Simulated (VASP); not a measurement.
An input for Ansatz (written as the equivalent of a VASP run, and not itself run):

Ansatz 0.2 input:
```yaml
crystal:
  lattice:
    - [1.4998356, -2.5977915, 0.0000000]
    - [1.4998356, 2.5977915, 0.0000000]
    - [0.0000000, 0.0000000, 4.7574837]
  atoms:
    - { symbol: Al, position: [0.6666670, 0.3333330, 0.4986260] }
    - { symbol: Al, position: [0.3333330, 0.6666670, 0.9986260] }
    - { symbol: N, position: [0.6666670, 0.3333330, 0.8833740] }
    - { symbol: N, position: [0.3333330, 0.6666670, 0.3833740] }
kpoints:
  mp_grid: { grid: [8, 8, 4] }
hamiltonian:
  xc: r2scan
  pseudopotentials: { kind: paw }
scf:
  occupations: { method: gaussian, width: 0.05 }
  max_iter: 100
relax:
  max_steps: 40
  f_tol: 0.01
  cell: { p_target: 30 }
output: { forces: true, stress: true, eigenvalues: true }
```

Question: Translate this input to VASP (INCAR, KPOINTS, POSCAR, choice of POTCAR).

Answer: This is not unique; one that fits is 
**POSCAR**
```
AlN
1
    1.4998356192    -2.5977914868    -0.0000000000
    1.4998356192     2.5977914868     0.0000000000
    0.0000000000    -0.0000000000     4.7574836673
Al N
2 2
Direct
  0.6666670000   0.3333330000   0.4986259558
  0.3333330000   0.6666670000   0.9986259558
  0.6666670000   0.3333330000   0.8833740442
  0.3333330000   0.6666670000   0.3833740442
```

INCAR:
```
! general
SYSTEM   =  AlN
PREC     =  Accurate
ENCUT    =  600
LREAL    =  .FALSE.
LASPH    =  .TRUE.

! electronic loop
EDIFF    =  1E-7
NELM     =  100
ALGO     =  Normal
LMIXTAU  =  .TRUE.

! smearing
ISMEAR   =  0
SIGMA    =  0.05

! functional
METAGGA  =  R2SCAN

! ions
IBRION   =  2
NSW      =  40
ISIF     =  3
EDIFFG   =  -0.01
PSTRESS  =  300

! output
LWAVE    =  .FALSE.
LCHARG   =  .FALSE.
```

### KPOINTS
```
Automatic mesh
0
Gamma
8 8 4
0 0 0
```

POTCAR, in this order: Al N (PBE.64 set). Program: vasp_std.

What does not carry over: each code has its own PAW files, so the cut-off isn't converted (ENCUT is set for VASP's; basis.ecutwfc is left out, and Ansatz then takes the one that its files recommend); Ansatz stops its SCF on the density residual and VASP on the energy change (EDIFF).

The compound is AlN in the wurtzite structure. It was relaxed first under an external pressure of 30 GPa.
